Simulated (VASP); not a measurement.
Output of a VASP run:

**OSZICAR**
```
       N       E                     dE             d eps       ncg     rms          rms(c)
DAV:   1     0.238691993777E+01    0.23869E+01   -0.50675E+03  1728   0.982E+02
DAV:   2    -0.164274681056E+02   -0.18814E+02   -0.18616E+02  2616   0.111E+02
DAV:   3    -0.165519262092E+02   -0.12446E+00   -0.12446E+00  1776   0.118E+01
DAV:   4    -0.165521175511E+02   -0.19134E-03   -0.19134E-03  2320   0.493E-01
DAV:   5    -0.165521176882E+02   -0.13711E-06   -0.13711E-06  1760   0.763E-03    0.555E+00
DAV:   6    -0.160408092052E+02    0.51131E+00   -0.42484E-01  1720   0.525E+00    0.328E+00
DAV:   7    -0.158628803238E+02    0.17793E+00   -0.52310E-01  2096   0.582E+00    0.742E-01
DAV:   8    -0.158638649414E+02   -0.98462E-03   -0.22495E-03  1744   0.579E-01    0.395E-02
DAV:   9    -0.158638875176E+02   -0.22576E-04   -0.23086E-05  2008   0.600E-02    0.363E-02
DAV:  10    -0.158638936940E+02   -0.61763E-05   -0.67616E-06  1768   0.329E-02    0.555E-03
DAV:  11    -0.158638937253E+02   -0.31361E-07   -0.23808E-07  2328   0.448E-03
   1 F= -.15863894E+02 E0= -.15863894E+02  d E =0.000000E+00
```

OUTCAR:
```
------------------------ aborting loop because EDIFF is reached ----------------------------------------
  FORCE on cell =-STRESS in cart. coord.  units (eV):
  Direction    XX          YY          ZZ          XY          YZ          ZX
  --------------------------------------------------------------------------------------
  Total       -0.0005358     -0.0005358     -0.0005358      0.0000000      0.0000000      0.0000000
  in kB       -0.0750625     -0.0750625     -0.0750625      0.0000000      0.0000000      0.0000000
  external PRESSURE =      -0.0750625 kB  Pullay stress =       0.0000000 kB
  volume of cell :       11.44
      direct lattice vectors                 reciprocal lattice vectors
     0.000000000  1.788217877  1.788217877    -0.279607987  0.279607987  0.279607987
     1.788217877  0.000000000  1.788217877     0.279607987 -0.279607987  0.279607987
     1.788217877  1.788217877  0.000000000     0.279607987  0.279607987 -0.279607987
 POSITION                                       TOTAL-FORCE (eV/Angst)
 -----------------------------------------------------------------------------------
      0.00000      0.00000      0.00000         0.000000      0.000000     -0.000000
      0.89411      0.89411      0.89411        -0.000000     -0.000000      0.000000
 -----------------------------------------------------------------------------------
    total drift:                                0.000000      0.000000      0.000000
  FREE ENERGIE OF THE ION-ELECTRON SYSTEM (eV)
  ---------------------------------------------------
  free  energy   TOTEN  =       -15.8638937253 eV

  energy  without entropy=      -15.8638937253  energy(sigma->0) =      -15.86389373

 total charge

# of ion       s       p       d       tot
------------------------------------------
    1        0.826   1.750   0.000   2.576
    2        0.826   1.750   0.000   2.576
--------------------------------------------------
tot          1.651   3.500   0.000   5.151
```
(Selected blocks of OUTCAR.)

### POSCAR
```
C
1
   -0.0000000000     1.7882178768     1.7882178768
    1.7882178768    -0.0000000000     1.7882178768
    1.7882178768     1.7882178768     0.0000000000
C
2
Direct
  0.0000000000   0.0000000000   0.0000000000
  0.2500000000   0.2500000000   0.2500000000
```

**Question.** Write an INCAR and KPOINTS that could have produced this output.

**Answer.** Several could match; the one computed here: the input of the run itself, optB88-vdW, plane waves, VASP's PBE PAW potentials (set 64).

**INCAR**
```
# general
SYSTEM    =  C
PREC      =  Accurate
ENCUT     =  520   # plane-wave cut-off (eV)
LREAL     =  F
LASPH     =  T   # aspherical one-centre terms

# electronic loop
EDIFF     =  1E-7   # SCF stop (eV)
NELM      =  100
ALGO      =  Normal   # blocked Davidson

# smearing
ISMEAR    =  -5

# functional
GGA       =  BO
LUSE_VDW  =  T
AGGAC     =  0.0
PARAM1    =  0.1833333333
PARAM2    =  0.22

# ions
ISIF      =  2   # forces and stress, cell fixed

# output
LWAVE     =  F
LCHARG    =  T
LORBIT    =  11   # lm-projected
NEDOS     =  601
```

### KPOINTS
```
Automatic mesh
0
Gamma
14 14 14
0 0 0
```

POTCAR, in this order: C (PBE.64 set). Program: vasp_std.

The compound is C in the diamond structure. It was relaxed first.
